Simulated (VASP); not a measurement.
The system is Be4TeSe3.

```
CELL_PARAMETERS angstrom
1.84500 1.06521 12.03333
-1.84500 1.06521 12.03333
0.00000 -2.13042 12.03333
ATOMIC_POSITIONS crystal
Be 0.06450 0.06450 0.06450
Be 0.81250 0.81250 0.81250
Be 0.31250 0.31250 0.31250
Be 0.56250 0.56250 0.56250
Te 0.00000 0.00000 0.00000
Se 0.75000 0.75000 0.75000
Se 0.25000 0.25000 0.25000
Se 0.50000 0.50000 0.50000
```

The cell was built by a generator and needn't be a form met in nature.

```yaml
Program: VASP 6.6.1
Task: relaxation of cell and atoms
Functional: PBE
Potentials_or_basis: VASP PAW PBE potentials, release 64 (Be, Te, Se)
Cutoff: 520 eV
k_mesh: 4 × 4 × 4
Occupations: gaussian, width 0.15 eV
Spin: no spin polarisation
```

At the start: pressure 4.9 GPa; volume 17.74 Å³/atom.

Question: Where does the relaxation end?

Answer: Over 8 steps the energy falls by 33.7 meV/atom and the volume is 18.82 Å³/atom (+6.1 %); space group R3m (No. 160, to 0.05 Å).

The path:
```tsv
step	energy change (eV)	largest force (eV/Å)	pressure (GPa)	volume (Å³)
1	0.0000	1.1747	4.87	141.90
2	-0.1945	0.4404	-1.17	153.26
3	-0.1963	0.5068	-0.62	152.11
4	-0.2269	0.3190	-0.44	151.43
5	-0.2570	0.2501	0.21	149.75
6	-0.2672	0.1375	0.04	150.19
7	-0.2679	0.1155	0.03	150.33
8	-0.2698	0.0283	-0.12	150.53
```

Final structure:
```
Be Te Se
1.0
     1.88573    1.08873   12.22031
    -1.88573    1.08873   12.22031
     0.00000   -2.17745   12.22031
Be Te Se
4 1 3
Direct
  0.06713 0.06713 0.06713
  0.81412 0.81412 0.81412
  0.30833 0.30833 0.30833
  0.56150 0.56150 0.56150
  0.00025 0.00025 0.00025
  0.75286 0.75286 0.75286
  0.24751 0.24751 0.24751
  0.50030 0.50030 0.50030
```

Caveat: the k mesh is coarse (spacing up to 0.49 Å⁻¹), so the values aren't converged.
